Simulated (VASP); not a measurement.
A convergence study with VASP on Pd (fcc): one setting is varied, all else stays as given below, so the limit is that of these other settings. Each run relaxes cell and ions from the cell shown. The basis is that of the starting cell, so low cut-offs carry a Pulay error.

```
Pd
1.0
    0.00000     1.94500     1.94500
    1.94500     0.00000     1.94500
    1.94500     1.94500     0.00000
Pd
1
Direct
  0.00000   0.00000   0.00000
```

Level of theory: PBE GGA, VASP's PBE PAW potentials (set 64) (plane waves; VASP). The tightest run used: 700 eV cut-off, 14×14×14 Γ-centred mesh, first-order Methfessel-Paxton smearing of 0.10 eV, potentials Pd.

**Question.** The settings run are ENCUT = 200; ENCUT = 250; ENCUT = 300; ENCUT = 350; ENCUT = 400; ENCUT = 450; ENCUT = 500; ENCUT = 550; ENCUT = 600; ENCUT = 650; ENCUT = 700. From which on does the relaxed volume stay within 0.05 Å³/atom of the tightest run?

**Answer.** From ENCUT = 450 on: it is off by 0.003 there and by no more than 0.05 in any finer run, while ENCUT = 400 is off by 0.052.
```tsv
setting	relaxed volume (Å³/atom)	E (eV/atom)	plane waves	difference judged (Å³/atom)
ENCUT = 200	13.245	-5.2979	113	2.064
ENCUT = 250	14.931	-5.1914	140	0.379
ENCUT = 300	15.312	-5.2102	190	0.003
ENCUT = 350	15.232	-5.2020	229	0.077
ENCUT = 400	15.258	-5.2034	283	0.052
ENCUT = 450	15.306	-5.2055	332	0.003
ENCUT = 500	15.313	-5.2057	388	0.003
ENCUT = 550	15.302	-5.2054	444	0.008
ENCUT = 600	15.300	-5.2056	531	0.010
ENCUT = 650	15.305	-5.2059	568	0.004
ENCUT = 700	15.309	-5.2061	636	0.000
```

Left out are rungs that failed or repeat a setting and relaxations that didn't move; long series are thinned to 24 rows.

The compound is Pd in the fcc structure.
